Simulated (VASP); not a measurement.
Calculation: RPBE GGA, VASP's PBE PAW potentials (set 64) (plane waves; VASP).

Input for VASP

KPOINTS:
```
Automatic mesh
0
Gamma
10 10 10
0 0 0
```

### INCAR
```
NELM = 100   # most electronic steps
LORBIT = 11
ALGO = Normal
LEFG = .TRUE.
ISMEAR = -5   # tetrahedra, Bloechl
LASPH = .TRUE.   # aspherical one-centre terms
LCHARG = .TRUE.
NEDOS = 601   # DOS grid
ENCUT = 520
LWAVE = .FALSE.
EDIFF = 1E-7
PREC = Accurate
GGA = RP   # RPBE
LMAXMIX = 6   # l cut-off of mixed one-centre charges
ISIF = 2   # forces and stress, cell fixed
LREAL = .FALSE.   # projection in real space or not
SYSTEM = PtAl2
```

### POSCAR
```
PtAl2
1
    0.0000000000     2.9874444691     2.9874444691
    2.9874444691     0.0000000000     2.9874444691
    2.9874444691     2.9874444691     0.0000000000
Al Pt
2 1
Direct
  0.2500000000   0.2500000000   0.2500000000
  0.7500000000   0.7500000000   0.7500000000
  0.0000000000   0.0000000000   0.0000000000
```

POTCAR, in this order: Al Pt (PBE.64 set). Program: vasp_std.

For a metal the tetrahedron method with Blöchl corrections gives inexact stress and forces. Unless said otherwise, spin-orbit coupling is left out, though it shifts the bands of the heavy elements here.

Question: Estimate the energy per atom (σ→0), band gap (on the k-mesh).

Answer: 
```
Property                                                    Result
------------------------  ----------------------------------------
energy per atom (σ→0)                               -5.042 eV/atom
band gap (on the k-mesh)  none (metal, semimetal or under 0.01 eV)
```

**OSZICAR**
```
...
DAV:   8    -0.151264825752E+02    0.23749E-01   -0.31379E-02  1268   0.189E+00    0.263E-01
DAV:   9    -0.151268369165E+02   -0.35434E-03   -0.17548E-03  1332   0.411E-01    0.172E-01
DAV:  10    -0.151271169081E+02   -0.27999E-03   -0.54221E-04  1236   0.179E-01    0.195E-02
DAV:  11    -0.151271242801E+02   -0.73720E-05   -0.19561E-05  1380   0.461E-02    0.957E-03
DAV:  12    -0.151271335546E+02   -0.92745E-05   -0.23231E-05  1204   0.344E-02    0.319E-03
DAV:  13    -0.151271327120E+02    0.84259E-06   -0.64455E-07  1412   0.844E-03    0.816E-04
DAV:  14    -0.151271327777E+02   -0.65703E-07   -0.10248E-07   948   0.237E-03
   1 F= -.15127133E+02 E0= -.15127133E+02  d E =0.000000E+00
```

The compound is PtAl2 in the fluorite structure. It was relaxed first.
